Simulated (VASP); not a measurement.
# What spin-orbit coupling changes in Si2W, part 4 of 4

What does spin-orbit coupling change in Si2W, and what does it cost? All runs use PBEsol. Left out of this account: 1 further run (fields: a reference on another mesh). The start is a cell from a database of measured crystal structures.

VASP 6.6.1, plane waves and PAW; the level of theory is named at each step.

So far. Step 5 (Density of states (PBEsol + SOC)): The DOS at the Fermi level goes from 0.198 to 0.200 states/eV/cell, a number that is sensitive to the mesh. The run took 2.4 times the core time, with 26 spinor bands against 20. Of the states within 0.3 eV of the Fermi level, the largest shares in the PAW spheres are W d 61 % and Si p 12 %. The rest lies in smaller channels or between the spheres. Step 6 (Full relaxation (PBEsol)): It ends with a largest force of 0.005 eV/Å and a pressure of -0.05 GPa.

**7. Relaxing cell and atoms (PBEsol + SOC)**

This step: PBEsol, spin-orbit coupling; plane waves and PAW (Si, W) (VASP 6.6.1).

The same relaxation with spinors and spin-orbit coupling.

File INCAR:

```
SYSTEM = Si2W
PREC = Accurate
ENCUT = 400
EDIFF = 1E-06
NELM = 100
ISMEAR = -1
SIGMA = 0.05
LREAL = .FALSE.
ALGO = Normal
GGA = PS
LNONCOLLINEAR = .TRUE.
MAGMOM = 0 0 0 0 0 0 0 0 0
NBANDS = 26
GGA_COMPAT = .FALSE.
LASPH = .TRUE.
LSORBIT = .TRUE.
LMAXMIX = 4
LORBIT = 11
LWAVE = .FALSE.
LCHARG = .FALSE.
KPAR = 4
IBRION = 2
NSW = 60
ISIF = 3
EDIFFG = -0.01
```

File POSCAR:

```
Si2W
1.0
    0.0000000000     -3.2138000000      0.0000000000
   -3.2138000000      0.0000000000      0.0000000000
    1.6069000000     -1.6069000000     -3.9149500000
Si W
2 1
Direct
    0.3347000000      0.6653000000      0.3306000000
    0.6653000000      0.3347000000      0.6694000000
    0.0000000000      0.0000000000      0.0000000000
```

File KPOINTS:

```
Automatic mesh
0
Gamma
9 9 9
0 0 0
```

PAW data sets: Si and W (PBE family, release 64).

On the command line:

```bash
mpirun -np 4 vasp_ncl
```

What it wrote:

```text
[... set-up lines as in an earlier step ...]
 entering main loop
       N       E                     dE             d eps       ncg     rms          rms(c)
[... 13 cycles as in an earlier step ...]
   1 F= -.26885853E+02 E0= -.26884482E+02  d E =-.268859E+02  mag=     0.0000     0.0000    -0.0000
 curvature:   0.00 expect dE= 0.000E+00 dE for cont linesearch  0.000E+00
 trial: gam= 0.00000 g(F)=  0.705E-05 g(S)=  0.163E-01 ort = 0.000E+00 (trialstep = 0.100E+01)
 search vector abs. value=  0.163E-01
 bond charge predicted
       N       E                     dE             d eps       ncg     rms          rms(c)
DAV:   1    -0.268874775501E+02   -0.16246E-02   -0.40131E-01  4032   0.442E+00    0.194E+00
DAV:   2    -0.268802050977E+02    0.72725E-02   -0.11201E-02  4532   0.873E-01    0.834E-01
DAV:   3    -0.268785870728E+02    0.16180E-02   -0.21213E-03  4652   0.308E-01    0.320E-01
DAV:   4    -0.268783491923E+02    0.23788E-03   -0.41801E-04  4584   0.131E-01    0.583E-02
DAV:   5    -0.268783506533E+02   -0.14610E-05   -0.10469E-05  5062   0.245E-02    0.378E-02
DAV:   6    -0.268783521714E+02   -0.15181E-05   -0.13708E-06  4266   0.841E-03    0.149E-02
DAV:   7    -0.268783530993E+02   -0.92788E-06   -0.22880E-06  4194   0.850E-03
   2 F= -.26878353E+02 E0= -.26877012E+02  d E =0.750000E-02  mag=    -0.0000    -0.0000    -0.0000
[...]
3 F= -.26888708E+02 E0= -.26887348E+02  d E =-.285478E-02  mag=    -0.0000    -0.0000     0.0000
[...]
4 F= -.26888745E+02 E0= -.26887374E+02  d E =-.370854E-04  mag=    -0.0000    -0.0000     0.0000
 trial-energy change:   -0.000037  1 .order   -0.000040   -0.000120    0.000040
 step:   0.6527(harm=  0.6527)  dis= 0.00067  next Energy=   -26.888753 (dE=-0.450E-04)
 bond charge predicted
       N       E                     dE             d eps       ncg     rms          rms(c)
DAV:   1    -0.268887516979E+02   -0.66041E-05   -0.14740E-04  4200   0.853E-02    0.714E-03
DAV:   2    -0.268887505052E+02    0.11927E-05   -0.41215E-06  5024   0.158E-02    0.442E-03
DAV:   3    -0.268887499857E+02    0.51955E-06   -0.77809E-07  2886   0.654E-03
   5 F= -.26888750E+02 E0= -.26887381E+02  d E =-.421063E-04  mag=    -0.0000    -0.0000     0.0000
 curvature:  -0.33 expect dE=-0.255E-05 dE for cont linesearch -0.614E-08
 trial: gam= 0.06756 g(F)=  0.492E-05 g(S)=  0.283E-05 ort =-0.161E-05 (trialstep = 0.826E+00)
 search vector abs. value=  0.817E-05
 reached required accuracy - stopping structural energy minimisation
```

Wall time 74 s (4 MPI ranks of AMD EPYC 7R43, shared host); peak memory 0.98 GiB; 4.8 min of CPU time.

OUTCAR, selected parts (step 7):

```text
   NELECT =      14.0000    total number of electrons

 E-fermi :  10.5062

 k-point     1 :       0.0000    0.0000    0.0000
  band No.  band energies     occupation
    ...
      8       7.1314      1.00000
      9       7.6323      1.00000
     10       7.6323      1.00000
     11       7.7903      1.00000
     12       7.7903      1.00000
     13      11.1992      0.00000
     14      11.1992      0.00000
     15      13.1513      0.00000
     16      13.1513      0.00000
     17      13.4855      0.00000
    ...

  Total        0.0050908      0.0050908     -0.0111452      0.0000000      0.0000000      0.0000000
  in kB        0.2037107      0.2037107     -0.4459786      0.0000000      0.0000000      0.0000000
  external PRESSURE =      -0.0128524 kB  Pullay stress =       0.0000000 kB

 POSITION                                       TOTAL-FORCE (eV/Angst)
 -----------------------------------------------------------------------------------
     -1.60102     -1.60102     -1.29155         0.000000     -0.000000     -0.007140
      0.00000     -3.20204     -2.61353         0.000000     -0.000000      0.007140
      0.00000     -0.00000     -0.00000        -0.000000      0.000000      0.000000
 -----------------------------------------------------------------------------------
    total drift:                               -0.000000     -0.000000     -0.000000

  FREE ENERGIE OF THE ION-ELECTRON SYSTEM (eV)
  ---------------------------------------------------
  free  energy   TOTEN  =       -26.8887499857 eV

  energy  without entropy=      -26.8860127835  energy(sigma->0) =      -26.88738138

 Spin-Orbit-Coupling matrix elements
 Ion:    1  E_soc:     -0.0011066
 Ion:    2  E_soc:     -0.0011066
 Ion:    3  E_soc:     -0.3335410

 magnetization (x)
# of ion       s       p       d       tot
------------------------------------------
    1        0.000   0.000   0.000   0.000
    2        0.000   0.000   0.000   0.000
    3        0.000  -0.000   0.000   0.000
--------------------------------------------------
tot          0.000  -0.000   0.000   0.000

 magnetization (y)
# of ion       s       p       d       tot
------------------------------------------
    1        0.000   0.000   0.000   0.000
    2        0.000   0.000   0.000   0.000
    3       -0.000   0.000   0.000  -0.000
--------------------------------------------------
tot          0.000   0.000   0.000   0.000

 magnetization (z)
# of ion       s       p       d       tot
------------------------------------------
    1        0.000   0.000   0.000   0.000
    2        0.000   0.000   0.000   0.000
    3       -0.000   0.000   0.000   0.000
--------------------------------------------------
tot         -0.000   0.000   0.000   0.000

[... 8 parts as in an earlier step ...]

[... 10 further parts left out ...]
```

The steps of the relaxation:

| step | energy less that of the first step (eV) | largest force (eV/Å) | pressure (GPa) | volume (Å³) |
| --- | --- | --- | --- | --- |
| 1 | 0.0000 | 0.0085 | -2.30 | 40.44 |
| 2 | 0.0075 | 0.0801 | 4.63 | 39.31 |
| 3 | -0.0029 | 0.0214 | 0.01 | 40.04 |
| 4 | -0.0029 | 0.0026 | 0.00 | 40.04 |
| 5 | -0.0029 | 0.0071 | 0.00 | 40.04 |

| conventional cell, symmetrised | before | after | change |
| --- | --- | --- | --- |
| a (Å) | 3.214 | 3.202 | -0.4 % |
| b (Å) | 3.214 | 3.202 | -0.4 % |
| c (Å) | 7.830 | 7.810 | -0.3 % |
| volume (Å³/atom) | 13.48 | 13.35 | -1.0 % |

The relaxed structure:

```xyz
3
Lattice="0.0000 -3.2020 0.0000 -3.2020 0.0000 0.0000 1.6010 -1.6010 -3.9051" Properties=species:S:1:pos:R:3 pbc="T T T"
Si   -1.6010   -1.6010   -1.2916
Si    0.0000   -3.2020   -2.6135
W     0.0000    0.0000    0.0000
```

Numbers from this step:

- bands: 26
- free energy (TOTEN): -26.89 eV
- energy at zero smearing: -26.89 eV
- Fermi energy: 10.51 eV
- pressure: -0.001285 GPa
- SCF cycles over all ionic steps: 32

On-site spin-orbit energy by atom:

| atom | on-site spin-orbit energy (eV) |
| --- | --- |
| Si1 | -0.001 |
| Si2 | -0.001 |
| W3 | -0.334 |

The cell ends at 13.35 Å³/atom, under 0.05 % from the run without the coupling. The run took 4.1 times the core time, with 26 spinor bands against 13.

The cell shrank by 1.0 % in volume.

**8. The runs together**

| quantity | without | with spin-orbit coupling |
| --- | --- | --- |
| gap (eV) | none | none |
| core minutes, bands | 1.3 | 4.1 |
| DOS at the Fermi level (states/eV/cell) | 0.198 | 0.200 |
| core minutes, DOS | 0.8 | 1.9 |
| relaxed volume (Å³/atom) | 13.35 | 13.35 |
| core minutes, relaxation | 1.2 | 4.9 |

**9. What came out**

```yaml
gap_ev_without_with: none → none
dos_at_the_fermi_level_states_ev_cell_without_with: 0.198 → 0.200
relaxed_volume_a3_atom_without_with: 13.35 → 13.35
```

**Reading.** Si2W has no gap with or without spin-orbit coupling. The relaxed volume moves by under 0.05 %. The spinor runs cost 2.4 to 4.1 times as much, on a shared host.

[Lines on the potential files, build, host, timing and source positions are cut from VASP's logs without a mark.]

[Logs are printed without paths, hosts, clocks, repeated set-up lines and the standing remarks that a program may print on its own settings, such as how far it seeks lower states.]

[Hosts, paths, dates, database ids (printed as entryN), source tags and the programs' standing remarks are cut or masked in the printed files.]

[A measured line is paired with the nearest computed mode of its activity, which favours agreement.]
